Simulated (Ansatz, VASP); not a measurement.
# Cross-check of CuSiW (CuSiW in the AlB2 type) between VASP and Ansatz, part 2 of 2

One calculation is typed for both programs; each brings its own data sets. How far apart do they land? The cell is generated by rule, not measured, and may not be a known phase. The cell is taken from a series of runs on this material, whose earlier steps may have relaxed, scaled, displaced or heated it; both programs get it as it stands.

VASP 6.6.1 and Ansatz 0.2.0.

So far: Starting point; Ansatz: relaxation of cell and atoms, PBEsol, pair 1; VASP: relaxation of cell and atoms, PBEsol, pair 1; Differences.

The structure was built from a prototype and need not be the compound's stable phase.

**5. Ansatz: relaxation of cell and atoms, PBEsol, pair 2**

Level of this step: Ansatz beside VASP: Kohn-Sham DFT, plane waves, PBEsol (Ansatz).

The relaxed volume is the usual yardstick between codes: in a stiff, nearly cubic crystal its relative difference is about their pressure difference at one cell divided by the bulk modulus.

The cell is taken from a series of runs on this material, whose earlier steps may have relaxed, scaled, displaced or heated it; both programs get it as it stands.

Contents of input.yaml:

```yaml
crystal:
  lattice:
    - [4.097128538, 0.0, 0.0]
    - [-2.048564269, 3.5482173965, 0.0]
    - [0.0, 0.0, 2.678595496]
  atoms:
    - { symbol: W, position: [0.0, 0.0, 0.0] }
    - { symbol: Si, position: [0.3333333333, 0.6666666667, 0.5] }
    - { symbol: Cu, position: [0.6666666667, 0.3333333333, 0.5] }
kpoints:
  mp_grid: { grid: [9, 9, 12] }
hamiltonian:
  xc: pbesol
  pseudopotentials: { kind: paw, azcp: { folder: soft_1 }, xc_functional: pbe }
scf:
  occupations: { method: gaussian, width: 0.1 }
output:
  forces: true
  stress: true
  eigenvalues: true
relax:
  adjacent_minimum: "off"
  f_tol: 0.005
  max_steps: 80
  cell: { stress_tol: 0.05 }
```

The run is started by

```sh
> ansatz run input.yaml --threads 4 --pin off --max-ram 12288MiB --backend cpu --events-out ev --progress --plain --runs-dir out
```

Numbers of over 12 decimals in the logs are rounded to 6 here.

Log:

```text
[...]
Crystal: 3 atoms, lattice volume = 38.940 Å³
Basis set: ecut = 420 eV, 789 PW (Γ), exchange–correlation on 60×60×36 points (8 copies of the dense FFT grid, shifted against one another)
Bands: 23, of which v1, the nominal top of the filled ones, is band 19 counted from 1 (18 counted from 0)
Symmetry: 12 space group operations
[...]
k-points: 84 of 972 (time reversal used)
[...]
k-point 83: bands = [... 15 lower, 15.9282, 16.2735, 16.3014, 18.8441, 19.9219, 20.3956, 20.9218, 22.2197]
--- Relaxed structure (4 steps of the walk, 4 accepted, 1 SCFs on fresh bases) ---
[...]
cell:  # Å, volume = 38.9877 Å³
    - [4.103341, 0, 0.0]
    - [-2.051670, 3.553597, 0.0]
    - [0.0, 0.0, 2.673754]
  atoms:
    - { symbol: W, position: [0, 0, 0.0] }
    - { symbol: Si, position: [0.333333, 0.666667, 0.500000] }
    - { symbol: Cu, position: [0.666667, 0.333333, 0.500000] }
[key lines of the parts left out:]
SCF converged after 9 iterations
Free energy (F): -17467.739094 eV
Fermi energy:    18.316419 eV
P = ⅓ Tr σ = 0.0090 GPa (0.090 kbar)
```

**6. VASP: relaxation of cell and atoms, PBEsol, pair 2**

The same cell, functional, mesh and smearing now go to VASP, with its own data sets.

Contents of INCAR:

```
SYSTEM = CuSiW
PREC = Accurate
ENCUT = 600
EDIFF = 1E-07
NELM = 120
ISMEAR = 0
SIGMA = 0.1
LREAL = .FALSE.
ALGO = Normal
GGA = PS
NBANDS = 16
LASPH = .TRUE.
LORBIT = 11
LWAVE = .FALSE.
LCHARG = .FALSE.
ISIF = 3
IBRION = 2
NSW = 80
EDIFFG = -0.005
GGA_COMPAT = .FALSE.
NELMIN = 4
KPAR = 2
```

Contents of POSCAR:

```
CuSiW
1.0
    4.0971290000      0.0000000000      0.0000000000
   -2.0485640000      3.5482170000      0.0000000000
    0.0000000000      0.0000000000      2.6785950000
W Si Cu
1 1 1
Direct
    0.0000000000      0.0000000000      0.0000000000
    0.3333332520      0.6666666667      0.5000001867
    0.6666665040      0.3333333333      0.5000001867
```

Contents of KPOINTS:

```
Automatic mesh
0
Gamma
9 9 12
0 0 0
```

The projector-augmented-wave data sets are W, Si and Cu (PBE family, release 64).

The run is started by

```sh
> mpirun -np 2 vasp_std
```

Log:

```text
[banner, memory and clock lines left out]
running    2 mpi-ranks, on    1 nodes
[...]
[... a notice as in an earlier step ...]

 LDA part: xc-table for (Slater+PW92), standard interpolation
 POSCAR, INCAR and KPOINTS ok, starting setup
[...]
entering main loop
       N       E                     dE             d eps       ncg     rms          rms(c)
DAV:   1     0.102655699156E+03    0.10266E+03   -0.10296E+04  2736   0.176E+03
DAV:   2    -0.186416610508E+02   -0.12130E+03   -0.11592E+03  2864   0.320E+02
DAV:   3    -0.267980028554E+02   -0.81563E+01   -0.78221E+01  3744   0.831E+01
DAV:   4    -0.269973543933E+02   -0.19935E+00   -0.19868E+00  2992   0.128E+01
[...]
DAV:  14    -0.238171203526E+02    0.24005E-06   -0.21945E-05  3248   0.408E-02    0.130E-02
DAV:  15    -0.238171199666E+02    0.38597E-06   -0.16147E-06  4064   0.390E-02    0.269E-03
DAV:  16    -0.238171199254E+02    0.41206E-07   -0.93394E-08  2064   0.299E-03
   1 F= -.23817120E+02 E0= -.23812894E+02  d E =-.238171E+02
[... from here on, the cycles between the ionic steps are left out ...]
   2 F= -.23817847E+02 E0= -.23813621E+02  d E =-.726579E-03
   3 F= -.23817915E+02 E0= -.23813687E+02  d E =-.794907E-03
   4 F= -.23817849E+02 E0= -.23813608E+02  d E =0.655320E-04
   5 F= -.23817991E+02 E0= -.23813758E+02  d E =-.763360E-04
   6 F= -.23817990E+02 E0= -.23813756E+02  d E =-.753959E-04
[...]
reached required accuracy - stopping structural energy minimisation
```

Parts of OUTCAR (step 6):

```text
  Total       -0.0095172     -0.0095172     -0.0022070     -0.0000000     -0.0000000     -0.0000000
  in kB       -0.3919034     -0.3919032     -0.0908803     -0.0000001     -0.0000000     -0.0000000
  external PRESSURE =      -0.2915623 kB  Pullay stress =       0.0000000 kB

 POSITION                                       TOTAL-FORCE (eV/Angst)
 -----------------------------------------------------------------------------------
     -2.05224      3.55458      0.00000         0.000000     -0.000000      0.000000
      0.00000      2.36972      1.33342        -0.000000     -0.000000      0.000000
      2.05224      1.18486      1.33342        -0.000000      0.000000      0.000000
 -----------------------------------------------------------------------------------
    total drift:                                0.000128     -0.000000     -0.000118

  FREE ENERGIE OF THE ION-ELECTRON SYSTEM (eV)
  ---------------------------------------------------
  free  energy   TOTEN  =       -23.8179902286 eV

  energy  without entropy=      -23.8095222529  energy(sigma->0) =      -23.81375624

[... 2 parts as in an earlier step ...]

[... 2 further parts left out ...]
[key lines of the parts left out:]
E-fermi :   9.5244
```

**7. Comparison**

What differs besides the data sets and the points named for the pairs above, as far as they apply: the data sets hold 37 valence electrons in Ansatz (on its PAW soft_1 files) and 21 in VASP. Total energies have different zeros and are not compared.

Both answers:

| quantity | Ansatz | VASP | difference |
| --- | --- | --- | --- |
| volume (Å³) | 38.99 | 38.91 | +0.20 % |
| edge a after relaxation, in the typed setting (Å) | 4.103 | 4.104 | -0.03 % |
| edge c after relaxation, in the typed setting (Å) | 2.674 | 2.667 | +0.26 % |

**8. Ansatz: zone-centre phonons, PBEsol**

Second derivatives magnify differences that forces hide, and they need a tight electronic threshold.

The cell is taken from a series of runs on this material, whose earlier steps may have relaxed, scaled, displaced or heated it; both programs get it as it stands.

Contents of input.yaml:

```yaml
crystal:
  lattice:
    - [4.1033319662, 0.0, 0.0]
    - [-2.0516659831, 3.5535897229, 0.0]
    - [0.0, 0.0, 2.6735831561]
  atoms:
    - { symbol: W, position: [0.0, 0.0, 0.0] }
    - { symbol: Si, position: [0.3333333333, 0.6666666667, 0.5] }
    - { symbol: Cu, position: [0.6666666667, 0.3333333333, 0.5] }
kpoints:
  mp_grid: { grid: [4, 4, 6] }
hamiltonian:
  xc: pbesol
  pseudopotentials: { kind: paw, azcp: { folder: soft_1 }, xc_functional: pbe }
scf:
  occupations: { method: methfessel_paxton, width: 0.2 }
output:
  eigenvalues: true
phonons:
  method: dfpt
  qmesh: [2, 2, 2]
  temperatures: { t_max: 1000, t_step: 50 }
  qpath:
    path:
      - [[0.0, 0.0, 0.0], [0.5, 0.0, 0.0], [0.33333333, 0.33333333, 0.0], [0.0, 0.0, 0.0], [0.0, 0.0, 0.5], [0.5, 0.0, 0.5], [0.33333333, 0.33333333, 0.5], [0.0, 0.0, 0.5]]
      - [[0.5, 0.0, 0.5], [0.5, 0.0, 0.0]]
      - [[0.33333333, 0.33333333, 0.5], [0.33333333, 0.33333333, 0.0]]
    npoints: 10
```

The run is started by

```sh
> ansatz run input.yaml --threads 4 --pin off --max-ram 12288MiB --backend cpu --events-out ev --progress --plain --runs-dir out
```

Log:

```text
[...]
Crystal: 3 atoms, lattice volume = 38.985 Å³
Basis set: ecut = 420 eV, 765 PW (Γ), exchange–correlation on 60×60×36 points (8 copies of the dense FFT grid, shifted against one another)
Bands: 23, of which v1, the nominal top of the filled ones, is band 19 counted from 1 (18 counted from 0)
Symmetry: 12 space group operations
k-points: 16 of 96 (time reversal used)
[...]
largest difference from the sums on the solved wave vectors: F 1.54e-1 eV, S 2.13e-4 and C_V 5.89e-5 eV/K
  zero-point energy: 0.109147 eV/cell   skipped modes (ω ≤ 0): 39, of them read as no rigid motion or as one in doubt: 36 (6.752e-2 modes/cell left out, lowest -56.36 cm⁻¹)   left out of the sums: 7.54e-3 of the cell's modes: C_V's classical limit lies that fraction below 3 k_B per atom; for a crystal, a wire or a layer, F and S can be off by more, and a phonons.interpolated_qmesh denser along its periods is the remedy for the sampling
[key lines of the parts left out:]
SCF converged after 10 iterations
Free energy (F): -17467.733672 eV
Fermi energy:    18.391821 eV
```

**9. VASP: zone-centre phonons, PBEsol**

The same cell, functional, mesh and smearing now go to VASP, with its own data sets.

Contents of INCAR:

```
SYSTEM = CuSiW
PREC = Accurate
ENCUT = 600
EDIFF = 1E-08
NELM = 120
ISMEAR = 1
SIGMA = 0.2
LREAL = .FALSE.
ALGO = Normal
GGA = PS
NBANDS = 16
LASPH = .TRUE.
LORBIT = 11
LWAVE = .FALSE.
LCHARG = .FALSE.
ISIF = 2
IBRION = 8
GGA_COMPAT = .FALSE.
KPAR = 2
```

Contents of POSCAR:

```
CuSiW
1.0
    4.1033319662      0.0000000000      0.0000000000
   -2.0516659831      3.5535897229      0.0000000000
    0.0000000000      0.0000000000      2.6735831561
W Si Cu
1 1 1
Direct
    0.0000000000      0.0000000000      0.0000000000
    0.3333333333      0.6666666667      0.5000000000
    0.6666666667      0.3333333333      0.5000000000
```

Contents of KPOINTS:

```
Automatic mesh
0
Gamma
4 4 6
0 0 0
```

The run is started by

```sh
> mpirun -np 2 vasp_std
```

Log:

```text
[... set-up lines as in an earlier step ...]
 entering main loop
       N       E                     dE             d eps       ncg     rms          rms(c)
DAV:   1     0.107625922477E+03    0.10763E+03   -0.10170E+04   512   0.175E+03
DAV:   2    -0.189516855571E+02   -0.12658E+03   -0.12097E+03   560   0.326E+02
DAV:   3    -0.268036150918E+02   -0.78519E+01   -0.75536E+01   712   0.816E+01
DAV:   4    -0.270030389213E+02   -0.19942E+00   -0.19818E+00   632   0.125E+01
[...]
DAV:  16    -0.238118126253E+02    0.12661E-06   -0.21098E-07   768   0.160E-02    0.304E-03
DAV:  17    -0.238118126464E+02   -0.21145E-07   -0.20352E-08   456   0.187E-03    0.808E-04
DAV:  18    -0.238118126468E+02   -0.41041E-09   -0.24628E-09   384   0.800E-04
   1 F= -.23811813E+02 E0= -.23812212E+02  d E =0.119795E-02
 Linear response reoptimize wavefunctions to high precision
DAV:   1    -0.238118126455E+02    0.13242E-08   -0.25462E-09   432   0.194E-03
DAV:   2    -0.238118126455E+02   -0.15007E-10   -0.73378E-10   344   0.224E-04
 Linear response DOF=           6
 Linear response progress:
[...]
RMM:  13    -0.244755187838E+00   -0.12943E-07    0.22225E-09  2251   0.292E-05    0.242E-06
RMM:  14    -0.244755176863E+00    0.10975E-07    0.12493E-09  2328   0.246E-05    0.729E-07
RMM:  15    -0.244755178872E+00   -0.20093E-08    0.93410E-10  1918   0.226E-05    0.373E-07
 first order change of Fermi-energy   0.62001E-04
 force on displaced ion       3 direction 1 : -11.011   0.001   0.000
 Linear response progress:
  Degree of freedom:   6/  6
       N       E                     dE             d eps       ncg     rms          rms(c)
RMM:   1    -0.236405325675E+00   -0.23641E+00   -0.11349E-01   886   0.447E+00
RMM:   2    -0.235441168416E+00    0.96416E-03   -0.81010E-03   807   0.149E+00    0.162E-01
RMM:   3    -0.235640780398E+00   -0.19961E-03   -0.12865E-03   869   0.311E-01    0.101E-01
RMM:   4    -0.235732792593E+00   -0.92012E-04   -0.68546E-04   873   0.212E-01    0.182E-02
[...]
RMM:  13    -0.235653606904E+00   -0.35447E-07   -0.50424E-09   995   0.482E-05    0.571E-06
RMM:  14    -0.235653638190E+00   -0.31286E-07   -0.50913E-09  1029   0.336E-05    0.158E-06
RMM:  15    -0.235653644609E+00   -0.64186E-08   -0.51534E-09   984   0.317E-05    0.670E-07
 first order change of Fermi-energy   0.50439E-03
 force on displaced ion       3 direction 3 :   0.000  -0.000  -3.600
 Linear response finished
```

From OUTCAR (step 9):

```text
  Total       -0.2147609     -0.2147609     -0.1483754      0.0000000      0.0000000      0.0000000
  in kB       -8.8260875     -8.8260875     -6.0978241      0.0000000      0.0000000      0.0000000
  external PRESSURE =      -7.9166664 kB  Pullay stress =       0.0000000 kB

 POSITION                                       TOTAL-FORCE (eV/Angst)
 -----------------------------------------------------------------------------------
      0.00000      0.00000      0.00000         0.000000     -0.000000      0.000000
     -0.00000      2.36906      1.33679        -0.000000      0.000000      0.000000
      2.05167      1.18453      1.33679         0.000000      0.000000      0.000000
 -----------------------------------------------------------------------------------
    total drift:                               -0.000001      0.000001      0.000000

[... 2 further parts left out ...]
```

**10. Comparison**

What differs besides the data sets and the points named for the pairs above, as far as they apply: VASP's run holds the zone centre alone; the data sets hold 37 valence electrons in Ansatz (on its PAW soft_1 files) and 21 in VASP. Total energies have different zeros and are not compared.

Both answers:

```csv
quantity,Ansatz,VASP,difference
optical mode 1 (cm⁻¹),140.6,139.8,+0.57 %
optical mode 2 (cm⁻¹),163.4,162.8,+0.36 %
optical mode 3 to 4 (cm⁻¹),207.9,208.2,-0.17 %
optical mode 5 to 6 (cm⁻¹),351.6,354.2,-0.73 %
```

Modes are paired by rising frequency, not by their patterns, so a pair may set unlike modes beside each other; they are those without the splitting of longitudinal modes.

**11. Results**

```json
{
 "difference in edge c after relaxation, in the typed setting (relaxation of cell and atoms, PBEsol, pair 1)": "0.27 %",
 "difference in edge c after relaxation, in the typed setting (relaxation of cell and atoms, PBEsol, pair 2)": "0.26 %",
 "r.m.s. difference of the optical zone-centre modes, each program's sorted by frequency (zone-centre phonons, PBEsol)": "1.6 cm⁻¹",
 "difference in optical mode 5 to 6 (zone-centre phonons, PBEsol)": "-0.7 %"
}
```

The difference in edge c after relaxation, in the typed setting is 0.27 % (relaxation of cell and atoms, PBEsol, pair 1), within the 1.2 % picked in this series as the mark of a large difference, as far as the stopping tolerances let one tell. The data sets hold unlike numbers of valence electrons (37 in Ansatz and 21 in VASP), so part of the differences comes from the potentials. Among the rows given in per cent, the largest difference of the zone-centre phonons, PBEsol pair is in optical mode 5 to 6, -0.7 %. 1 further run of this series is not shown here. Such differences can come from data sets, numerical settings and the points named under the comparisons, not from the functional's error against experiment.

[Lines on the potential files, build, host, timing and source positions are cut from VASP's logs without a mark.]

[Logs are printed without paths, hosts, clocks, repeated set-up lines and the standing remarks that a program may print on its own settings, such as how far it seeks lower states.]

[Hosts, paths, dates, database ids (printed as entryN), source tags and the programs' standing remarks are cut or masked in the printed files.]
